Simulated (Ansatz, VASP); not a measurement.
# WS2 (Tungstenite) in two plane-wave programs

Aim: how closely do two programs agree when they are given the same cell, functional and k mesh? The cell is taken from a series of runs on this material, whose earlier steps may have relaxed, scaled, displaced or heated it; both programs get it as it stands.

Method: plane waves, with VASP 6.6.1 beside it; HSE06 form with 90 % exact exchange, screening 0.2078 1/A with an exact-exchange share of 0.9, in Ansatz 0.2.0.

### Step 1. Starting point

Symmetry: P6_3/mmc, No. 194, hexagonal system. Conventional cell: a = 3.153 Å, b = 3.153 Å, c = 12.323 Å, α = 90.00°, β = 90.00°, γ = 120.00°. W has 6 S at 2.40 Å nearest. Nearest to S lie 3 W at 2.40 Å. Farther neighbours and most contacts between anions are not listed.

### Step 2. VASP: G0W0 gap, HSE06 form with 90 % exact exchange, screening 0.2078 1/A with an exact-exchange share of 0.9

Quasiparticle shifts depend on high empty states and on the cores, so they are the hardest test of two PAW sets.

Lines of VASP's logs that name or quote its potential files are left out, and so is its time.

The run reads the wave functions of an earlier VASP run, which isn't shown here.

The input, INCAR:

```
SYSTEM = WS2
PREC = Accurate
ENCUT = 340
ISMEAR = 0
SIGMA = 0.01
LREAL = .FALSE.
LHFCALC = .TRUE.
AEXX = 0.9
GGA = PE
HFSCREEN = 0.2078
LASPH = .TRUE.
NBANDS = 472
PRECFOCK = Fast
ALGO = EVGW0
NELMGW = 1
ENCUTGW = 150
NOMEGA = 64
NBANDSGW = 40
LWAVE = .FALSE.
LCHARG = .FALSE.
```

The input, POSCAR:

```
WS2
1.0
    3.1532000000      0.0000000000      0.0000000000
   -1.5766000000      2.7307513032      0.0000000000
    0.0000000000      0.0000000000     12.3230000000
W S
2 4
Direct
    0.3333333333      0.6666666667      0.2500000000
    0.6666666667      0.3333333333      0.7500000000
    0.3333333333      0.6666666667      0.6225000000
    0.6666666667      0.3333333333      0.1225000000
    0.3333333333      0.6666666667      0.8775000000
    0.6666666667      0.3333333333      0.3775000000
```

The input, KPOINTS:

```
Automatic mesh
0
Gamma
6 6 2
0 0 0
```

Potentials, in the order of the species: W_sv_GW and S_GW (PBE family, release 64).

Command:

```
mpirun -np 8 vasp_std
```

Numbers of over 12 decimals in the logs are rounded to 6 here.

The program printed:

```text
[banner, memory and clock lines left out]
running    8 mpi-ranks, on    1 nodes
 distrk:  each k-point on    8 cores,    1 groups
 distr:  one band on    1 cores,    8 groups

 POSCAR found type information on POSCAR W S
 POSCAR found :  2 types and       6 ions
|                                                                             |
|           W    W    AA    RRRRR   N    N  II  N    N   GGGG   !!!           |
|           W    W   A  A   R    R  NN   N  II  NN   N  G    G  !!!           |
|           W    W  A    A  R    R  N N  N  II  N N  N  G       !!!           |
|           W WW W  AAAAAA  RRRRR   N  N N  II  N  N N  G  GGG   !            |
|           WW  WW  A    A  R   R   N   NN  II  N   NN  G    G                |
|           W    W  A    A  R    R  N    N  II  N    N   GGGG   !!!           |
|                                                                             |
|     For optimal performance we recommend to set                             |
|       NCORE = 2 up to number-of-cores-per-socket                            |
|     NCORE specifies how many cores store one orbital (NPAR=cpu/NCORE).      |
|     This setting can greatly improve the performance of VASP for DFT.       |
|     The default, NCORE=1 might be grossly inefficient on modern             |
|     multi-core architectures or massively parallel machines. Do your        |
|     Unfortunately you need to use the default for GW and RPA                |
|     calculations (for HF NCORE is supported but not extensively tested      |
|     yet).                                                                   |
|                                                                             |

|                                                                             |
|           W    W    AA    RRRRR   N    N  II  N    N   GGGG   !!!           |
|           W    W   A  A   R    R  NN   N  II  NN   N  G    G  !!!           |
|           W    W  A    A  R    R  N N  N  II  N N  N  G       !!!           |
|           W WW W  AAAAAA  RRRRR   N  N N  II  N  N N  G  GGG   !            |
|           WW  WW  A    A  R   R   N   NN  II  N   NN  G    G                |
|           W    W  A    A  R    R  N    N  II  N    N   GGGG   !!!           |
|                                                                             |
|     The default for ENCUTGWSOFT is different in this version of VASP.       |
|     please manually set ENCUTGWSOFT =150 in the INCAR file.                 |
|                                                                             |

 LDA part: xc-table for (Slater+PW92), standard interpolation
 found WAVECAR, reading the header
 POSCAR, INCAR and KPOINTS ok, starting setup
 FFT: planning ... GRIDC
 FFT: planning ... GRID_SOFT
 FFT: planning ... GRID
 reading WAVECAR
 the WAVECAR file was read successfully
 initial charge from wavefunction
 available memory per node:     34.72 GB, setting MAXMEM to     35554

 The Fermi energy was updated, please check that it is located mid-gap
 values below the HOMO (VB) or above the LUMO (CB) will cause erroneous energies
 E-fermi :   7.9758

 calculate exact exchange contribution
 the WAVEDER file was read successfully
energies w=
    0.000    0.000    1.400    0.000    2.797    0.000    4.188    0.000
    5.570    0.000    6.941    0.000    8.299    0.000    9.642    0.000
   10.969    0.000   12.280    0.000   13.572    0.000   14.848    0.000
   16.106    0.000   17.347    0.000   18.573    0.000   19.785    0.000
   20.984    0.000   22.171    0.000   23.349    0.000   24.519    0.000
   25.684    0.000   26.845    0.000   28.006    0.000   29.167    0.000
   30.333    0.000   31.505    0.000   32.687    0.000   33.882    0.000
   35.093    0.000   36.323    0.000   37.576    0.000   38.857    0.000
   40.169    0.000   41.518    0.000   42.910    0.000   44.349    0.000
   45.843    0.000   47.398    0.000   49.025    0.000   50.732    0.000
   52.529    0.000   54.430    0.000   56.449    0.000   58.603    0.000
   60.912    0.000   63.399    0.000   66.091    0.000   69.022    0.000
   72.232    0.000   75.771    0.000   79.697    0.000   84.088    0.000
   89.037    0.000   94.665    0.000  101.132    0.000  108.646    0.000
  117.488    0.000  128.052    0.000  140.893    0.000  156.833    0.000
  177.140    0.000  203.867    0.000  240.585    0.000  294.099    0.000
 responsefunction array rank=     456
 LDA part: xc-table for (Slater+PW92), standard interpolation

 min. memory requirement per mpi rank    540.2 MB, per node   4321.8 MB

 allocating   8 responsefunctions rank=   456
 shmem allocating  64 responsefunctions rank=   456
 response function shared by NCSHMEM nodes    1
 Doing            8  frequencies on each core in blocks of           64
NQ=   1    0.0000    0.0000    0.0000,
|.........|.........|.........|.........|.........|.........|.........|.........
 performed       2198000 updates of chi_q(r,r)
 total number of BLAS operations       3389.52 Gflops
NQ=   2    0.1667   -0.0000    0.0000,
|.........|.........|.........|.........|.........|.........|.........|.........
 performed       6133000 updates of chi_q(r,r)
 total number of BLAS operations       9346.97 Gflops
NQ=   3    0.3333   -0.0000    0.0000,
|.........|.........|.........|.........|.........|.........|.........|.........
 performed      10068000 updates of chi_q(r,r)
 total number of BLAS operations      15497.69 Gflops
NQ=   4    0.5000   -0.0000    0.0000,
|.........|.........|.........|.........|.........|.........|.........|.........
 performed      13021000 updates of chi_q(r,r)
 total number of BLAS operations      20114.00 Gflops
NQ=   5    0.1667    0.1667    0.0000,
|.........|.........|.........|.........|.........|.........|.........|.........
 performed      16956000 updates of chi_q(r,r)
 total number of BLAS operations      26016.79 Gflops
NQ=   6    0.3333    0.1667    0.0000,
|.........|.........|.........|.........|.........|.........|.........|.........
 performed      21344000 updates of chi_q(r,r)
 total number of BLAS operations      33094.67 Gflops
NQ=   7    0.3333    0.3333    0.0000,
|.........|.........|.........|.........|.........|.........|.........|.........
 performed      23920000 updates of chi_q(r,r)
 total number of BLAS operations      37323.73 Gflops
NQ=   8    0.0000    0.0000    0.5000,
|.........|.........|.........|.........|.........|.........|.........|.........
 performed      26118000 updates of chi_q(r,r)
 total number of BLAS operations      40790.90 Gflops
NQ=   9    0.1667   -0.0000    0.5000,
|.........|.........|.........|.........|.........|.........|.........|.........
 performed      30053000 updates of chi_q(r,r)
 total number of BLAS operations      46720.98 Gflops
NQ=  10    0.3333   -0.0000    0.5000,
|.........|.........|.........|.........|.........|.........|.........|.........
 performed      33988000 updates of chi_q(r,r)
 total number of BLAS operations      52705.85 Gflops
NQ=  11    0.5000   -0.0000    0.5000,
|.........|.........|.........|.........|.........|.........|.........|.........
 performed      36941000 updates of chi_q(r,r)
 total number of BLAS operations      57364.04 Gflops
NQ=  12    0.1667    0.1667    0.5000,
|.........|.........|.........|.........|.........|.........|.........|.........
 performed      40876000 updates of chi_q(r,r)
 total number of BLAS operations      63131.29 Gflops
NQ=  13    0.3333    0.1667    0.5000,
|.........|.........|.........|.........|.........|.........|.........|.........
 performed      45264000 updates of chi_q(r,r)
 total number of BLAS operations      70114.90 Gflops
NQ=  14    0.3333    0.3333    0.5000,
|.........|.........|.........|.........|.........|.........|.........|.........
 performed      47840000 updates of chi_q(r,r)
 total number of BLAS operations      74400.16 Gflops
 resolving degeneracies of screened two electron integrals

 calculate QP shifts <psi_nk| G(iteration)W_0 |psi_nk>: iteration 1
 entering main loop
```

OUTCAR, selected parts (step 2):

```text
ion  position               nearest neighbor table
   1  0.333  0.667  0.250-   4 2.40   6 2.40   4 2.40   6 2.40   4 2.40   6 2.40
   2  0.667  0.333  0.750-   3 2.40   5 2.40   3 2.40   5 2.40   3 2.40   5 2.40
   3  0.333  0.667  0.623-   2 2.40   2 2.40   2 2.40
   4  0.667  0.333  0.123-   1 2.40   1 2.40   1 2.40
   5  0.333  0.667  0.877-   2 2.40   2 2.40   2 2.40
   6  0.667  0.333  0.377-   1 2.40   1 2.40   1 2.40

  LATTYP: Found a hexagonal cell.
 ALAT       =     3.1532000000
 C/A-ratio  =     3.9080933655

 Subroutine GETGRP returns: Found 24 space group operations
 (whereof 12 operations were pure point group operations)

The static configuration has the point symmetry D_3d.
 The point group associated with its full space group is D_6h.

 Found     14 irreducible k-points:

   k-points           NKPTS =     14   k-points in BZ     NKDIM =     72   number of bands    NBANDS=    472

   dimension x,y,z NGX =    20 NGY =   20 NGZ =   80
   dimension x,y,z NGXF=    40 NGYF=   40 NGZF=  160

   ENCUT  =  340.0 eV  24.99 Ry    5.00 a.u.   4.74  4.74 18.53*2*pi/ulx,y,z

   NELECT =      52.0000    total number of electrons

  energy-cutoff  :      340.00
  volume of cell :      106.11
      direct lattice vectors                 reciprocal lattice vectors
     3.153200000  0.000000000  0.000000000     0.317138145  0.183099794  0.000000000
    -1.576600000  2.730751303  0.000000000     0.000000000  0.366199587  0.000000000
     0.000000000  0.000000000 12.323000000     0.000000000  0.000000000  0.081149071

 k-points in reciprocal lattice and weights: Automatic mesh
   0.00000000  0.00000000  0.00000000       0.014
   0.16666667 -0.00000000  0.00000000       0.083
   0.33333333 -0.00000000  0.00000000       0.083
   0.50000000 -0.00000000  0.00000000       0.042
   0.16666667  0.16666667  0.00000000       0.083
   0.33333333  0.16666667  0.00000000       0.167
   0.33333333  0.33333333  0.00000000       0.028
   0.00000000  0.00000000  0.50000000       0.014
   0.16666667 -0.00000000  0.50000000       0.083
[...]
0.33333333  0.16666667  0.50000000       0.167
   0.33333333  0.33333333  0.50000000       0.028

 E-fermi :   7.9758

 QP shifts <psi_nk| G(iteration)W_0 |psi_nk>: iteration 1
 for sc-GW calculations column KS-energies equals QP-energies in previous step
 and V_xc(KS)=  KS-energies - (<T + V_ion + V_H > + <T+V_H+V_ion>^1  + <V_x>^1)
 k-point   1 :       0.0000    0.0000    0.0000
  band No.  KS-energies  QP-energies   sigma(KS)   V_xc(KS)     V^pw_x(r,r')   Z            occupation Imag(sigma)
    ...
     23       3.4541       4.5831     -15.6857     -17.0463     -17.1903       0.8298       2.0000       0.1638
     24       3.8272       5.1142     -14.7868     -16.3344     -16.7217       0.8316       2.0000       0.1868
     25       4.8647       5.7276     -14.5917     -15.6323     -15.6293       0.8293       2.0000       0.1461
     26       6.4019       7.0748     -15.5134     -16.3229     -16.2122       0.8311       2.0000       0.1050
     27      11.4069      10.8475     -13.9880     -13.3098     -10.1433       0.8249       0.0000      -0.2294
     28      11.4069      10.8475     -13.9880     -13.3098     -10.1433       0.8249       0.0000      -0.2294
     29      11.5840      10.9314     -13.9677     -13.1810      -9.8685       0.8295       0.0000      -0.2231
     30      11.5840      10.9314     -13.9677     -13.1810      -9.8685       0.8295       0.0000      -0.2231
    ...

 k-point   2 :       0.1667   -0.0000    0.0000
  band No.  KS-energies  QP-energies   sigma(KS)   V_xc(KS)     V^pw_x(r,r')   Z            occupation Imag(sigma)
    ...
     23       2.9737       4.3012     -14.7369     -16.3370     -16.6587       0.8297       2.0000       0.1926
     24       3.9152       5.1950     -14.7793     -16.3163     -16.6947       0.8326       2.0000       0.1828
     25       4.7237       5.6616     -14.8609     -15.9939     -15.9763       0.8277       2.0000       0.1521
     26       5.3210       6.1582     -15.1595     -16.1673     -16.1264       0.8307       2.0000       0.1324
     27      10.3991       9.9355     -13.3655     -12.8084      -9.6292       0.8322       0.0000      -0.2034
     28      10.9282      10.4247     -14.0137     -13.4052     -10.1985       0.8275       0.0000      -0.2169
     29      11.1692      10.6524     -14.0186     -13.3926     -10.1589       0.8257       0.0000      -0.2272
     30      11.2537      10.6918     -14.2507     -13.5686     -10.3177       0.8238       0.0000      -0.2314
    ...

 k-point   3 :       0.3333   -0.0000    0.0000
  band No.  KS-energies  QP-energies   sigma(KS)   V_xc(KS)     V^pw_x(r,r')   Z            occupation Imag(sigma)
    ...
     23       3.0684       4.3952     -15.0416     -16.6442     -16.9294       0.8279       2.0000       0.1952
     24       3.2364       4.5421     -15.1498     -16.7253     -16.9863       0.8287       2.0000       0.1896
     25       3.7144       4.8012     -14.4309     -15.7442     -15.7623       0.8276       2.0000       0.1823
     26       4.0061       5.0868     -14.6819     -15.9878     -15.9829       0.8276       2.0000       0.1738
     27      10.4282       9.9653     -13.5560     -12.9992      -9.7150       0.8313       0.0000      -0.2123
     28      10.8869      10.2944     -14.7467     -14.0269     -10.6457       0.8231       0.0000      -0.2336
     29      11.1045      10.4751     -14.9212     -14.1538     -10.7526       0.8203       0.0000      -0.2425
     30      11.3901      10.8295     -14.2681     -13.5878     -10.2245       0.8241       0.0000      -0.2445
    ...

 k-point   4 :       0.5000   -0.0000    0.0000
  band No.  KS-energies  QP-energies   sigma(KS)   V_xc(KS)     V^pw_x(r,r')   Z            occupation Imag(sigma)
    ...
     23       3.4690       4.7360     -14.8093     -16.3337     -16.6524       0.8312       2.0000       0.1834
     24       3.7147       4.9606     -14.9563     -16.4517     -16.7431       0.8331       2.0000       0.1770
     25       3.9151       5.0381     -14.0456     -15.3933     -15.4405       0.8332       2.0000       0.1712
     26       4.1751       5.2667     -14.4000     -15.7125     -15.7195       0.8317       2.0000       0.1650
     27      11.4853      10.7126     -15.6829     -14.7350     -11.2018       0.8152       0.0000      -0.2729
     28      11.5507      10.7638     -15.7226     -14.7554     -11.2143       0.8136       0.0000      -0.2767
     29      11.6638      10.9965     -14.2713     -13.4593     -10.0329       0.8218       0.0000      -0.2691
     30      12.0368      11.3031     -15.1880     -14.2884     -10.7847       0.8155       0.0000      -0.2934
    ...

[... 4 further parts left out ...]
```

This run has no spin polarisation, so a moment on W, if there is one, isn't seen.

(Continued in part 2 of 2.)

[Lines on the potential files, build, host, timing and source positions are cut from VASP's logs without a mark.]

[Logs are printed without paths, hosts, clocks, repeated set-up lines and the standing remarks that a program may print on its own settings, such as how far it seeks lower states.]

[Hosts, paths, dates, database ids (printed as entryN), source tags and the programs' standing remarks are cut or masked in the printed files.]
